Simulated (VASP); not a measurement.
Tl3Te2:

```
CELL_PARAMETERS angstrom
5.87583 0.00000 0.00000
0.00000 5.87583 0.00000
0.00000 0.00000 5.87583
ATOMIC_POSITIONS crystal
Tl 0.50000 0.00000 0.00000
Tl 0.00000 0.50000 0.00000
Tl 0.00000 0.00000 0.50000
Te 0.50000 0.50000 0.50000
Te 0.00000 0.00000 0.00000
```

The cell was built by a generator and needn't be a form met in nature.

The cell isn't the ideal one: random cell by space group and Wyckoff sites (Pm-3m, No. 221).

| Property | Result |
| --- | --- |
| Program | VASP 6.6.1 |
| Task | relaxation of cell and atoms |
| Functional | PBE |
| Potentials or basis | VASP PAW PBE potentials, release 64 (Tl_d, Te) |
| Cutoff | 600 eV |
| k mesh | 4 × 4 × 4 |
| Occupations | gaussian, width 0.1 eV |
| Spin | no spin polarisation |

At the start: pressure 1.7 GPa; volume 40.57 Å³/atom.

How do energy, volume and symmetry change on relaxing?

Over 3 steps the energy falls by 16.8 meV/atom and the volume is 44.13 Å³/atom (+8.8 %); space group Pm-3m (No. 221, to 0.05 Å).

The path:
| step | energy change (eV) | largest force (eV/Å) | pressure (GPa) | volume (Å³) |
| --- | --- | --- | --- | --- |
| 1 | 0.0000 | 0.0000 | 1.66 | 202.87 |
| 2 | -0.0765 | 0.0000 | 0.38 | 215.43 |
| 3 | -0.0838 | 0.0000 | 0.09 | 220.63 |

Final structure:
```
Tl Te
1.0
     6.04256    0.00000    0.00000
     0.00000    6.04256    0.00000
     0.00000    0.00000    6.04256
Tl Te
3 2
Direct
  0.50000 0.00000 0.00000
  0.00000 0.50000 0.00000
  0.00000 0.00000 0.50000
  0.50000 0.50000 0.50000
  0.00000 0.00000 0.00000
```
